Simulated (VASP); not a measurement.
Output of a VASP run:

### OSZICAR
```
       N       E                     dE             d eps       ncg     rms          rms(c)
DAV:   1     0.421092901033E+02    0.42109E+02   -0.58197E+03  2344   0.109E+03
DAV:   2    -0.311208088471E+01   -0.45221E+02   -0.42467E+02  2231   0.200E+02
DAV:   3    -0.347505961585E+01   -0.36298E+00   -0.36269E+00  2657   0.190E+01
DAV:   4    -0.347591689279E+01   -0.85728E-03   -0.85724E-03  2398   0.928E-01
DAV:   5    -0.347592254629E+01   -0.56535E-05   -0.56537E-05  2488   0.742E-02    0.898E+00
DAV:   6    -0.322805670350E+01    0.24787E+00   -0.80393E-01  2197   0.881E+00    0.575E+00
DAV:   7    -0.320997154843E+01    0.18085E-01   -0.73782E-02  2317   0.264E+00    0.275E+00
DAV:   8    -0.320781832306E+01    0.21532E-02   -0.18711E-03  2298   0.451E-01    0.243E-01
DAV:   9    -0.320780442409E+01    0.13899E-04   -0.11876E-05  2407   0.381E-02    0.200E-02
DAV:  10    -0.320781013823E+01   -0.57141E-05   -0.27506E-06  2369   0.211E-02    0.333E-03
DAV:  11    -0.320781005207E+01    0.86158E-07   -0.46650E-08  1790   0.209E-03
   1 F= -.38772661E+01 E0= -.38771161E+01  d E =-.450106E-03
```

### OUTCAR
```
------------------------ aborting loop because EDIFF is reached ----------------------------------------
  Edisp (eV):   -0.66946
  FORCE on cell =-STRESS in cart. coord.  units (eV):
  Direction    XX          YY          ZZ          XY          YZ          ZX
  --------------------------------------------------------------------------------------
  Total       0.00016     0.00016     0.00016     0.00000     0.00000    -0.00000
  in kB       0.01444     0.01444     0.01444     0.00000     0.00000    -0.00000
  external pressure =        0.01 kB  Pullay stress =        0.00 kB
  volume of cell :       17.28
      direct lattice vectors                 reciprocal lattice vectors
     0.000000000  2.052113023  2.052113023    -0.243651297  0.243651297  0.243651297
     2.052113023  0.000000000  2.052113023     0.243651297 -0.243651297  0.243651297
     2.052113023  2.052113023  0.000000000     0.243651297  0.243651297 -0.243651297
 POSITION                                       TOTAL-FORCE (eV/Angst)
 -----------------------------------------------------------------------------------
      0.00000      0.00000      0.00000         0.000000      0.000000      0.000000
 -----------------------------------------------------------------------------------
    total drift:                                0.000000     -0.000000      0.000000
  FREE ENERGIE OF THE ION-ELECTRON SYSTEM (eV)
  ---------------------------------------------------
  free  energy   TOTEN  =        -3.8772661469 eV

  energy  without entropy=       -3.8768160404  energy(sigma->0) =       -3.87711611
```
(Selected blocks of OUTCAR.)

### POSCAR
```
Au
1
    0.0000000000     2.0521130233     2.0521130233
    2.0521130233     0.0000000000     2.0521130233
    2.0521130233     2.0521130233     0.0000000000
Au
1
Direct
  0.0000000000   0.0000000000   0.0000000000
```

**Question.** Reconstruct the remaining input files.

**Answer.** Several could match; the one computed here: the input of the run itself, PBE GGA with D4 dispersion, plane waves, VASP's PBE PAW potentials (set 64).

**INCAR**
```
! general
SYSTEM   =  Au
PREC     =  Accurate
ENCUT    =  520   ! plane-wave cut-off (eV)
LREAL    =  .FALSE.   ! projection in real space or not
LASPH    =  .TRUE.   ! aspherical one-centre terms

! electronic loop
EDIFF    =  1E-7
NELM     =  100   ! most electronic steps
ALGO     =  Normal
LMAXMIX  =  6   ! l cut-off of mixed one-centre charges

! smearing
ISMEAR   =  1
SIGMA    =  0.1   ! width (eV)

! functional
GGA      =  PE   ! PBE
IVDW     =  13

! ions
ISIF     =  2   ! forces and stress, cell fixed

! output
LWAVE    =  .FALSE.
LCHARG   =  .FALSE.
```

**KPOINTS**
```
Automatic mesh
0
Gamma
15 15 15
0 0 0
```

POTCAR, in this order: Au (PBE.64 set). Program: vasp_std.

The compound is Au in the fcc structure. It was relaxed first.
